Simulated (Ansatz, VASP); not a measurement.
**SrLiH3 in two plane-wave programs**

Wanted: the spread between two codes on one cell, functional and k mesh. The cell is generated by rule, not measured, and may not be a known phase. The cell is taken from a series of runs on this material, whose earlier steps may have relaxed, scaled, displaced or heated it; both programs get it as it stands.

Method: plane waves, with VASP 6.6.1 beside it; relaxation of cell and atoms at PBEsol and zone-centre phonons at PBEsol, in Ansatz 0.2.0.

## (1) The structure

It takes space group R-3c (No. 167, trigonal). The conventional cell has a = 5.705 Å, b = 5.705 Å, c = 16.969 Å, α = 90.00°, β = 90.00°, γ = 120.00°. Nearest to Li lie 3 H at 1.79 Å. Nearest to Sr lie 6 H at 2.42 Å. H has 1 Li at 1.79 Å and 2 Sr at 2.42 Å nearest. Farther neighbours are not listed.

Coordinates:

```cif
data_structure
_symmetry_space_group_name_H-M 'R-3c:H'
_symmetry_Int_Tables_number 167
_cell_length_a 5.7052
_cell_length_b 5.7052
_cell_length_c 16.9694
_cell_angle_alpha 90.000
_cell_angle_beta 90.000
_cell_angle_gamma 120.000
_cell_volume 478.34
loop_
_atom_site_label
_atom_site_type_symbol
_atom_site_symmetry_multiplicity
_atom_site_Wyckoff_symbol
_atom_site_fract_x
_atom_site_fract_y
_atom_site_fract_z
_atom_site_occupancy
Li1 Li 6 a 0.00000 0.00000 0.25000 1
Sr1 Sr 6 b 0.33333 0.66667 0.16667 1
H1 H 18 e 0.68632 0.68632 0.25000 1
```

## (2) VASP: relaxation of cell and atoms, PBEsol

The relaxed volume is the usual yardstick between codes: in a stiff, nearly cubic crystal its relative difference is about their pressure difference at one cell divided by the bulk modulus.

Lines of VASP's logs that name or quote its potential files are left out, and so is its time.

INCAR reads:

```
SYSTEM = SrLiH3
PREC = Accurate
ENCUT = 750
EDIFF = 1E-07
NELM = 120
ISMEAR = 0
SIGMA = 0.01
LREAL = .FALSE.
ALGO = Normal
GGA = PS
NBANDS = 26
LORBIT = 11
LWAVE = .FALSE.
LCHARG = .FALSE.
ISIF = 3
IBRION = 2
NSW = 80
EDIFFG = -0.005
LASPH = .TRUE.
GGA_COMPAT = .FALSE.
NELMIN = 4
EFERMI = MIDGAP
KPAR = 4
```

POSCAR reads:

```
SrLiH3
1.0
    2.8525830000      1.6469390000      5.6564700000
   -2.8525830000      1.6469390000      5.6564700000
    0.0000000000     -3.2938790000      5.6564700000
Li Sr H
2 2 6
Direct
    0.2500000000      0.2500000000      0.2499999241
    0.7500000000      0.7500000000      0.7499999241
    0.5000000000      0.5000000000      0.4999999241
    1.0000000000      1.0000000000      0.9999999241
    0.9363188208      0.2500000000      0.5636811034
    0.0636811792      0.7500000000      0.4363187448
    0.4363188208      0.0636811792      0.7499999241
    0.5636811793      0.9363188207      0.2499999241
    0.7500000000      0.4363188207      0.0636811033
    0.2500000000      0.5636811792      0.9363187448
```

KPOINTS reads:

```
Automatic mesh
0
Gamma
6 6 6
0 0 0
```

PAW data sets: Li_sv, Sr_sv and H (PBE family, release 64).

Started as:

```
> mpirun -np 4 vasp_std
```

Numbers of over 12 decimals in the logs are rounded to 6 here.

What it wrote:

```text
[banner, memory and clock lines left out]
running    4 mpi-ranks, on    1 nodes
 distrk:  each k-point on    1 cores,    4 groups
 distr:  one band on    1 cores,    1 groups

 POSCAR found type information on POSCAR LiSrH
 POSCAR found :  3 types and      10 ions
|                                                                             |
|               ----> ADVICE to this user running VASP <----                  |
|                                                                             |
|     You enforced a specific xc type in the INCAR file but a different       |
|     [... a line on the potential file left out ...]
|     I HOPE YOU KNOW WHAT YOU ARE DOING!                                     |
|                                                                             |

 LDA part: xc-table for (Slater+PW92), standard interpolation
 POSCAR, INCAR and KPOINTS ok, starting setup
 FFT: planning ... GRIDC
 FFT: planning ... GRID_SOFT
 FFT: planning ... GRID
 WAVECAR not read
 entering main loop
       N       E                     dE             d eps       ncg     rms          rms(c)
DAV:   2    -0.108802594104E+02   -0.21089E+03   -0.19642E+03  1912   0.303E+02
DAV:   3    -0.308888648588E+02   -0.20009E+02   -0.19892E+02  2678   0.693E+01
DAV:   4    -0.332060043051E+02   -0.23171E+01   -0.23044E+01  2830   0.211E+01
DAV:   5    -0.333158298522E+02   -0.10983E+00   -0.10982E+00  2410   0.348E+00    0.247E+01
DAV:   6    -0.312851231670E+02    0.20307E+01   -0.16400E+00  2074   0.453E+00    0.157E+01
DAV:   7    -0.308152724683E+02    0.46985E+00   -0.28984E+00  2048   0.585E+00    0.372E+00
DAV:   8    -0.308061469224E+02    0.91255E-02   -0.37339E-01  2496   0.213E+00    0.166E+00
DAV:   9    -0.308047490052E+02    0.13979E-02   -0.12218E-02  2212   0.474E-01    0.636E-01
DAV:  10    -0.308054778450E+02   -0.72884E-03   -0.27221E-03  2516   0.330E-01    0.464E-01
DAV:  11    -0.308054212936E+02    0.56551E-04   -0.46784E-04  2482   0.127E-01    0.101E-01
DAV:  12    -0.308054283575E+02   -0.70639E-05   -0.20883E-05  2530   0.227E-02    0.383E-02
DAV:  13    -0.308054323242E+02   -0.39666E-05   -0.12466E-05  2604   0.201E-02    0.426E-03
DAV:  14    -0.308054326965E+02   -0.37235E-06   -0.47022E-07  2218   0.329E-03    0.969E-03
DAV:  15    -0.308054330288E+02   -0.33224E-06   -0.72459E-08  1514   0.152E-03    0.307E-03
DAV:  16    -0.308054331541E+02   -0.12532E-06   -0.51475E-08  1098   0.985E-04    0.103E-03
DAV:  17    -0.308054331487E+02    0.54001E-08   -0.80129E-09  1020   0.432E-04
   1 F= -.30805433E+02 E0= -.30805433E+02  d E =-.308054E+02
 curvature:   0.00 expect dE= 0.000E+00 dE for cont linesearch  0.000E+00
 trial: gam= 0.00000 g(F)=  0.408E-06 g(S)=  0.782E-04 ort = 0.000E+00 (trialstep = 0.100E+01)
 search vector abs. value=  0.786E-04
 bond charge predicted
       N       E                     dE             d eps       ncg     rms          rms(c)
DAV:   1    -0.308056018402E+02   -0.16869E-03   -0.32969E-03  1996   0.330E-01    0.759E-02
DAV:   2    -0.308055414838E+02    0.60356E-04   -0.41473E-04  2424   0.106E-01    0.449E-02
DAV:   3    -0.308054932800E+02    0.48204E-04   -0.15317E-04  2644   0.590E-02    0.613E-02
DAV:   4    -0.308054958767E+02   -0.25968E-05   -0.17265E-05  2290   0.157E-02    0.422E-02
DAV:   5    -0.308054964721E+02   -0.59538E-06   -0.44681E-06  3230   0.866E-03    0.968E-03
DAV:   6    -0.308054958015E+02    0.67066E-06   -0.13185E-06  3162   0.429E-03    0.236E-03
DAV:   7    -0.308054957596E+02    0.41911E-07   -0.10365E-07  1502   0.156E-03
   2 F= -.30805496E+02 E0= -.30805496E+02  d E =-.626109E-04
 trial-energy change:   -0.000063  1 .order   -0.000063   -0.000079   -0.000047
 step:   2.5012(harm=  2.5012)  dis= 0.00014  next Energy=   -30.805531 (dE=-0.983E-04)
 reached required accuracy - stopping structural energy minimisation
```

OUTCAR, selected parts (step 2):

```text
ion  position               nearest neighbor table
   1  0.250  0.250  0.250-   4 3.58   3 3.58   4 3.58   4 3.58   3 3.58   3 3.58
   2  0.750  0.750  0.750-   3 3.58   4 3.58   3 3.58   3 3.58   4 3.58   4 3.58
   3  0.500  0.500  0.500-   8 2.42   7 2.42  10 2.42   9 2.42   5 2.42   6 2.42   1 3.58   2 3.58
                             1 3.58   1 3.58   2 3.58   2 3.58   4 4.34   4 4.34   4 4.34   4 4.34
   4  0.000  0.000  1.000-   8 2.42   7 2.42   6 2.42   5 2.42   9 2.42  10 2.42   2 3.58   1 3.58
                             2 3.58   2 3.58   1 3.58   1 3.58   3 4.34   3 4.34   3 4.34   3 4.34
   5  0.936  0.250  0.564-   4 2.42   3 2.42
   6  0.064  0.750  0.436-   4 2.42   3 2.42
   7  0.436  0.064  0.750-   3 2.42   4 2.42
   8  0.564  0.936  0.250-   3 2.42   4 2.42
   9  0.750  0.436  0.064-   3 2.42   4 2.42
  10  0.250  0.564  0.936-   3 2.42   4 2.42

  LATTYP: Found a trigonal (rhomboedric) cell.
 ALAT       =     6.5456314212
 COS(alpha) =     0.6201575651

 Subroutine GETGRP returns: Found 12 space group operations
 (whereof  6 operations were pure point group operations)

The static configuration has the point symmetry S_6 .
 The point group associated with its full space group is D_3d.

 Found     32 irreducible k-points:

   k-points           NKPTS =     32   k-points in BZ     NKDIM =     32   number of bands    NBANDS=     26

   dimension x,y,z NGX =    60 NGY =   60 NGZ =   60
   dimension x,y,z NGXF=   120 NGYF=  120 NGZF=  120

   ENCUT  =  750.0 eV  55.12 Ry    7.42 a.u.  14.62 14.62 14.62*2*pi/ulx,y,z

   NELECT =      32.0000    total number of electrons

 k-points in reciprocal lattice and weights: Automatic mesh
   0.00000000  0.00000000  0.00000000       0.005
   0.16666667  0.00000000 -0.00000000       0.028
   0.33333333 -0.00000000 -0.00000000       0.028
   0.50000000 -0.00000000 -0.00000000       0.014
   0.16666667  0.16666667 -0.00000000       0.028
   0.33333333  0.16666667 -0.00000000       0.056
   0.50000000  0.16666667 -0.00000000       0.056
  -0.33333333  0.16666667  0.00000000       0.056
  -0.16666667  0.16666667  0.00000000       0.028
[...]
-0.33333333  0.50000000  0.33333333       0.028
   0.50000000  0.50000000  0.50000000       0.005

 average (electrostatic) potential at core
       1 -63.9020       2 -63.9020       3 -40.2919       4 -40.2919       5 -34.0050
       6 -34.0050       7 -34.0050       8 -34.0050       9 -34.0050      10 -34.0050

 E-fermi :  -0.0682

 k-point     1 :       0.0000    0.0000    0.0000
  band No.  band energies     occupation
    ...
     12      -2.5454      2.00000
     13      -2.5454      2.00000
     14      -1.6978      2.00000
     15      -1.0548      2.00000
     16      -1.0548      2.00000
     17       0.9184      0.00000
     18       2.0853      0.00000
     19       2.0853      0.00000
     20       4.9482      0.00000
     21       4.9482      0.00000
    ...

 k-point     2 :       0.1667    0.0000   -0.0000
  band No.  band energies     occupation
    ...
     12      -2.5803      2.00000
     13      -2.4813      2.00000
     14      -1.7420      2.00000
     15      -1.3218      2.00000
     16      -1.2499      2.00000
     17       1.1565      0.00000
     18       2.2002      0.00000
     19       2.3246      0.00000
     20       4.3712      0.00000
     21       4.4711      0.00000
    ...

 k-point     3 :       0.3333   -0.0000   -0.0000
  band No.  band energies     occupation
    ...
     12      -2.7426      2.00000
     13      -2.3122      2.00000
     14      -1.8786      2.00000
     15      -1.8274      2.00000
     16      -1.6346      2.00000
     17       1.6972      0.00000
     18       2.2891      0.00000
     19       2.8020      0.00000
     20       4.0020      0.00000
     21       4.2697      0.00000
    ...

  Total        0.0491237      0.0491237      0.0317590      0.0000000     -0.0000000      0.0000000
  in kB        0.4930989      0.4930987      0.3187937      0.0000000     -0.0000000      0.0000000
  external PRESSURE =       0.4349971 kB  Pullay stress =       0.0000000 kB

  energy-cutoff  :      750.00
  volume of cell :      159.61
      direct lattice vectors                 reciprocal lattice vectors
     2.853701642  1.647584848  5.657964001     0.175211029  0.101158149  0.058914013
    -2.853701642  1.647584848  5.657964001    -0.175211029  0.101158149  0.058914013
    -0.000000000 -3.295170696  5.657964002     0.000000000 -0.202316297  0.058913996

 POSITION                                       TOTAL-FORCE (eV/Angst)
 -----------------------------------------------------------------------------------
     -0.00000     -0.00000      4.24347        -0.000000     -0.000000      0.000000
     -0.00000     -0.00000     12.73042        -0.000000     -0.000000      0.000000
     -0.00000     -0.00000      8.48695        -0.000000     -0.000000      0.000000
     -2.85370     -1.64759     11.31593        -0.000000     -0.000000     -0.000000
      1.95858      0.09719      9.90144         0.000396      0.000685     -0.000000
     -1.95858     -0.09719      7.07245        -0.000396     -0.000685      0.000000
      1.06345     -1.64759      7.07245         0.000791     -0.000000      0.000000
     -1.06345      1.64758      9.90144        -0.000791     -0.000000      0.000000
      0.89512      1.74477      7.07245        -0.000396      0.000685     -0.000000
     -0.89512     -1.74477      9.90144         0.000396     -0.000685      0.000000
 -----------------------------------------------------------------------------------
    total drift:                                0.000001     -0.000328      0.000590

  FREE ENERGIE OF THE ION-ELECTRON SYSTEM (eV)
  ---------------------------------------------------
  free  energy   TOTEN  =       -30.8054957596 eV

  energy  without entropy=      -30.8054957596  energy(sigma->0) =      -30.80549576

 reached required accuracy - stopping structural energy minimisation

 total charge
# of ion       s       p       d       tot
------------------------------------------
    1        2.029   0.066   0.000   2.094
    2        2.029   0.066   0.000   2.094
    3        2.016   5.764   0.180   7.960
    4        2.016   5.764   0.180   7.960
    5        0.527   0.001   0.000   0.528
    6        0.527   0.001   0.000   0.528
    7        0.527   0.001   0.000   0.528
    8        0.527   0.001   0.000   0.528
    9        0.527   0.001   0.000   0.528
   10        0.527   0.001   0.000   0.528
--------------------------------------------------
tot         11.253  11.664   0.360  23.277

[... 3 further parts left out ...]
```

The gap is read on the k-mesh alone, so it is an upper bound where the band edges lie off the mesh. The run keeps the 12 symmetry operations of its start, so it cannot find a distortion of lower symmetry.

[end of part 1 of 2]

[Lines on the potential files, build, host, timing and source positions are cut from VASP's logs without a mark.]

[Logs are printed without paths, hosts, clocks, repeated set-up lines and the standing remarks that a program may print on its own settings, such as how far it seeks lower states.]

[Hosts, paths, dates, database ids (printed as entryN), source tags and the programs' standing remarks are cut or masked in the printed files.]
